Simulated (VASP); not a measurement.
These are PBE GGA with D3 dispersion (Becke-Johnson damping), VASP's PBE PAW potentials (set 64) (plane waves; VASP) values and carry that method's errors.

VASP ran on this input.

File POSCAR:
```
V
1.0
 -1.4757092153   1.4757092153   1.4757092153
  1.4757092153  -1.4757092153   1.4757092153
  1.4757092153   1.4757092153  -1.4757092153
V
1
Cartesian
  0.0000000000   0.0000000000   0.0000000000
```

KPOINTS:
```
Automatic mesh
0
Gamma
17 17 17
0 0 0
```

INCAR:
```
# general
SYSTEM  = V
PREC    = Accurate
ENCUT   = 520
LREAL   = .False.
LASPH   = .True.

# electronic loop
EDIFF   = 1E-7
NELM    = 100
ALGO    = Normal
LMAXMIX = 4

# smearing
ISMEAR  = 1
SIGMA   = 0.1

# functional
GGA     = PE
IVDW    = 12

# ions
ISIF    = 2

# output
LWAVE   = .False.
LCHARG  = .False.
```

POTCAR, in this order: V_sv (PBE.64 set). Program: vasp_std.

What VASP printed:

OSZICAR:
```
       N       E                     dE             d eps       ncg     rms          rms(c)
DAV:   1     0.850129000234E+02    0.85013E+02   -0.73421E+03  3316   0.143E+03
DAV:   2    -0.886079780369E+01   -0.93874E+02   -0.91974E+02  3402   0.369E+02
DAV:   3    -0.102731229145E+02   -0.14123E+01   -0.13909E+01  3440   0.535E+01
DAV:   4    -0.102817103159E+02   -0.85874E-02   -0.85872E-02  3336   0.442E+00
DAV:   5    -0.102818100811E+02   -0.99765E-04   -0.99765E-04  3442   0.469E-01    0.196E+01
DAV:   6    -0.899912641334E+01    0.12827E+01   -0.49780E+00  3314   0.341E+01    0.232E+00
DAV:   7    -0.897910142586E+01    0.20025E-01   -0.24684E-02  3324   0.210E+00    0.109E+00
DAV:   8    -0.897141304838E+01    0.76884E-02   -0.65868E-03  3316   0.145E+00    0.833E-02
DAV:   9    -0.897143304576E+01   -0.19997E-04   -0.13878E-04  3350   0.197E-01    0.327E-02
DAV:  10    -0.897143619142E+01   -0.31457E-05   -0.93472E-06  3318   0.389E-02    0.104E-03
DAV:  11    -0.897143678506E+01   -0.59364E-06   -0.51947E-08  1808   0.370E-03    0.659E-04
DAV:  12    -0.897143707617E+01   -0.29111E-06   -0.19162E-08  1654   0.256E-03    0.315E-04
DAV:  13    -0.897143711028E+01   -0.34112E-07   -0.35045E-09  1650   0.101E-03
   1 F= -.96844021E+01 E0= -.96840235E+01  d E =-.113582E-02
```

OUTCAR:
```
------------------------ aborting loop because EDIFF is reached ----------------------------------------
 Edisp (eV)   -0.71296
  FORCE on cell =-STRESS in cart. coord.  units (eV):
  Direction    XX          YY          ZZ          XY          YZ          ZX
  --------------------------------------------------------------------------------------
  Total       0.01588     0.01588     0.01588    -0.00000     0.00000     0.00000
  in kB       1.97984     1.97984     1.97984    -0.00000     0.00000     0.00000
  external pressure =        1.98 kB  Pullay stress =        0.00 kB
  volume of cell :       12.85
      direct lattice vectors                 reciprocal lattice vectors
    -1.475709215  1.475709215  1.475709215     0.000000000  0.338820138  0.338820138
     1.475709215 -1.475709215  1.475709215     0.338820138  0.000000000  0.338820138
     1.475709215  1.475709215 -1.475709215     0.338820138  0.338820138  0.000000000
 POSITION                                       TOTAL-FORCE (eV/Angst)
 -----------------------------------------------------------------------------------
      0.00000      0.00000      0.00000         0.000000      0.000000     -0.000000
 -----------------------------------------------------------------------------------
    total drift:                                0.000000     -0.000000      0.000000
  FREE ENERGIE OF THE ION-ELECTRON SYSTEM (eV)
  ---------------------------------------------------
  free  energy   TOTEN  =        -9.6844020785 eV

  energy  without entropy=       -9.6832662556  energy(sigma->0) =       -9.68402347
```
(Selected blocks of OUTCAR.)

The compound is V in the bcc structure. It was relaxed first, which changed the volume by -8 %. The run is not spin-polarised, so no magnetic state was tried.
